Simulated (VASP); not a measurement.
Given:

```xyz
1
Lattice="0.0000 1.9796 1.9796 1.9796 0.0000 1.9796 1.9796 1.9796 0.0000" Properties=species:S:1:pos:R:3 pbc="T T T"
Ag     0.0000     0.0000     0.0000
```

Level of theory: LDA (Ceperley-Alder, Perdew-Zunger), VASP's LDA PAW potentials (set 64) (plane waves; VASP). Run with 500 eV cut-off, 16×16×16 Γ-centred mesh, first-order Methfessel-Paxton smearing of 0.10 eV, potentials Ag.

Energy and stress use the plane-wave basis of the starting cell.

The ions, cell shape and volume at an external pressure of 10.0 GPa are relaxed. Which structure does the run end with?

```xyz
1
Lattice="0.0000 1.9614 1.9614 1.9614 0.0000 1.9614 1.9614 1.9614 0.0000" Properties=species:S:1:pos:R:3 pbc="T T T"
Ag     0.0000     0.0000     0.0000
```
Space group Fm-3m (225), at a tolerance of 0.03 Å.

How do energy and volume change from the first to the last step?

The energy (σ→0) changes by +19.6 meV/atom and the volume by -2.7 %, in 3 ionic steps.

```json
[
 {"step": "1", "E(σ→0) (eV)": "-3.7749", "max force (eV/Å)": "0.000", "pressure (GPa)": "4.97", "volume (Å³)": "15.52"},
 {"step": "2", "E(σ→0) (eV)": "-3.6977", "max force (eV/Å)": "0.000", "pressure (GPa)": "19.28", "volume (Å³)": "14.45"},
 {"step": "3", "E(σ→0) (eV)": "-3.7553", "max force (eV/Å)": "0.000", "pressure (GPa)": "9.94", "volume (Å³)": "15.09"}
]
```

The compound is Ag in the fcc structure. This run relaxes it under an external pressure of 10 GPa. Symmetry was kept, so distortions that lower it aren't found.
